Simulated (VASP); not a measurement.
These are TPSS meta-GGA, VASP's PBE PAW potentials (set 64) (plane waves; VASP) values and carry that method's errors.

Input for VASP

### INCAR
```
SYSTEM = Cu
PREC = Accurate
ENCUT = 520
EDIFF = 1E-7
NELM = 100
ALGO = Normal
LREAL = .FALSE.
LASPH = .TRUE.
ISMEAR = 1
SIGMA = 0.1
METAGGA = TPSS
LMIXTAU = .TRUE.
LMAXMIX = 4
LWAVE = .FALSE.
LCHARG = .FALSE.
ISIF = 2
```

### KPOINTS
```
Automatic mesh
0
G
 17 17 17
0 0 0
```

### POSCAR
```
Cu
1
    0.0000000000     1.8097221419     1.8097221419
    1.8097221419     0.0000000000     1.8097221419
    1.8097221419     1.8097221419     0.0000000000
Cu
1
Direct
  0.0000000000   0.0000000000   0.0000000000
```

POTCAR, in this order: Cu (PBE.64 set). Program: vasp_std.

Task: Predict the energy per atom (σ→0), pressure, band gap (on the k-mesh).

Result: 
```json
{
 "energy per atom (σ→0)": "-11.632 eV/atom",
 "band gap (on the k-mesh)": "none (metal, semimetal or under 0.01 eV)",
 "pressure": "-5.06 GPa"
}
```

### OSZICAR
```
...
DAV:  13    -0.116318391763E+02    0.28539E-03   -0.25997E-03  3230   0.119E+00    0.453E-03
DAV:  14    -0.116318452460E+02   -0.60697E-05   -0.31896E-05  4017   0.148E-01    0.729E-03
DAV:  15    -0.116318498436E+02   -0.45976E-05   -0.10588E-05  4472   0.601E-02    0.871E-04
DAV:  16    -0.116318502791E+02   -0.43549E-06   -0.87369E-07  3163   0.218E-02    0.331E-03
DAV:  17    -0.116318502547E+02    0.24429E-07   -0.19261E-06  3068   0.324E-02    0.164E-04
DAV:  18    -0.116318504857E+02   -0.23101E-06   -0.29834E-08  1588   0.467E-03    0.301E-04
DAV:  19    -0.116318504852E+02    0.45975E-09   -0.15612E-08  1559   0.322E-03
   1 F= -.11631850E+02 E0= -.11631939E+02  d E =0.265656E-03
```

The compound is Cu in the fcc structure. This cell is one point of a volume scan, at 1.03 of the reference volume.
